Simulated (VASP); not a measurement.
Calculation: PBE GGA with D4 dispersion, VASP's PBE PAW potentials (set 64) (plane waves; VASP).

Input for VASP

KPOINTS:
```
kpoints
0
Gamma
16 16 16
```

POSCAR:
```
Nb
1
   -1.6450890291     1.6450890291     1.6450890291
    1.6450890291    -1.6450890291     1.6450890291
    1.6450890291     1.6450890291    -1.6450890291
Nb
1
Direct
  0.0000000000   0.0000000000   0.0000000000
```

**INCAR**
```
# general
SYSTEM   =  Nb
PREC     =  Accurate
ENCUT    =  520   # plane-wave cut-off (eV)
LREAL    =  .FALSE.
LASPH    =  .TRUE.   # aspherical one-centre terms

# electronic loop
EDIFF    =  1E-7   # SCF stop (eV)
NELM     =  100
ALGO     =  Normal
LMAXMIX  =  4   # l cut-off of mixed one-centre charges

# smearing
ISMEAR   =  1   # Methfessel-Paxton
SIGMA    =  0.1

# functional
GGA      =  PE
IVDW     =  13

# ions
ISIF     =  2   # forces and stress, cell fixed

# output
LWAVE    =  .FALSE.
LCHARG   =  .FALSE.
```

POTCAR, in this order: Nb_sv (PBE.64 set). Program: vasp_std.

The resulting files:

**OUTCAR**
```
 ion  position               nearest neighbor table
   1  0.000  0.000  0.000-
  LATTYP: Found a body centered cubic cell.
 ALAT       =     3.2901780582
 Subroutine PRICEL returns:
 Original cell was already a primitive cell.
 Subroutine GETGRP returns: Found 48 space group operations
The static configuration has the point symmetry O_h .
The dynamic configuration has the point symmetry O_h .
 Subroutine INISYM returns: Found 48 space group operations
 Subroutine IBZKPT returns following result:
 Found    145 irreducible k-points:

 Following reciprocal coordinates:
            Coordinates               Weight
  0.000000  0.000000  0.000000      1.000000
  0.062500  0.000000  0.000000     12.000000
  0.125000  0.000000  0.000000     12.000000
  0.187500  0.000000  0.000000     12.000000
  0.250000  0.000000  0.000000     12.000000
  0.312500  0.000000  0.000000     12.000000
  0.375000  0.000000  0.000000     12.000000
  0.437500  0.000000  0.000000     12.000000
  0.500000  0.000000  0.000000      6.000000
  0.062500  0.062500  0.000000     24.000000
...
```

### OSZICAR
```
       N       E                     dE             d eps       ncg     rms          rms(c)
DAV:   1     0.117362992972E+03    0.11736E+03   -0.74845E+03  2916   0.130E+03
DAV:   2    -0.518691748258E+01   -0.12255E+03   -0.11960E+03  3104   0.448E+02
DAV:   3    -0.103257606710E+02   -0.51388E+01   -0.49109E+01  4306   0.770E+01
DAV:   4    -0.106123128241E+02   -0.28655E+00   -0.28347E+00  4138   0.167E+01
DAV:   5    -0.106226431520E+02   -0.10330E-01   -0.10325E-01  4352   0.258E+00    0.724E+00
DAV:   6    -0.102514130405E+02    0.37123E+00   -0.74130E-01  4472   0.116E+01    0.256E+00
DAV:   7    -0.102095310908E+02    0.41882E-01   -0.22894E-01  4544   0.641E+00    0.956E-01
DAV:   8    -0.102150562914E+02   -0.55252E-02   -0.12735E-02  3368   0.175E+00    0.466E-02
DAV:   9    -0.102151160894E+02   -0.59798E-04   -0.11545E-03  5058   0.358E-01    0.481E-02
DAV:  10    -0.102151370475E+02   -0.20958E-04   -0.28428E-05  3606   0.856E-02    0.186E-02
DAV:  11    -0.102151297744E+02    0.72731E-05   -0.75935E-06  3240   0.564E-02    0.343E-03
DAV:  12    -0.102151296410E+02    0.13340E-06   -0.38651E-07  4232   0.840E-03    0.119E-03
DAV:  13    -0.102151294695E+02    0.17145E-06   -0.16510E-08  1740   0.198E-03    0.260E-04
DAV:  14    -0.102151294622E+02    0.73578E-08   -0.46230E-09  1672   0.146E-03
   1 F= -.10552480E+02 E0= -.10552275E+02  d E =-.613804E-03
```

**OUTCAR**
```
------------------------ aborting loop because EDIFF is reached ----------------------------------------
  Edisp (eV):   -0.33735
  FORCE on cell =-STRESS in cart. coord.  units (eV):
  Direction    XX          YY          ZZ          XY          YZ          ZX
  --------------------------------------------------------------------------------------
  Total      -0.04722    -0.04722    -0.04722    -0.00000     0.00000     0.00000
  in kB      -4.24808    -4.24808    -4.24808    -0.00000     0.00000     0.00000
  external pressure =       -4.25 kB  Pullay stress =        0.00 kB
  volume of cell :       17.81
      direct lattice vectors                 reciprocal lattice vectors
    -1.645089029  1.645089029  1.645089029     0.000000000  0.303934919  0.303934919
     1.645089029 -1.645089029  1.645089029     0.303934919  0.000000000  0.303934919
     1.645089029  1.645089029 -1.645089029     0.303934919  0.303934919  0.000000000
 POSITION                                       TOTAL-FORCE (eV/Angst)
 -----------------------------------------------------------------------------------
      0.00000      0.00000      0.00000         0.000000      0.000000     -0.000000
 -----------------------------------------------------------------------------------
    total drift:                               -0.000000      0.000000     -0.000000
  FREE ENERGIE OF THE ION-ELECTRON SYSTEM (eV)
  ---------------------------------------------------
  free  energy   TOTEN  =       -10.5524798482 eV

  energy  without entropy=      -10.5518660447  energy(sigma->0) =      -10.55227525
```
(Selected blocks of OUTCAR.)

The compound is Nb in the bcc structure. It was relaxed first.
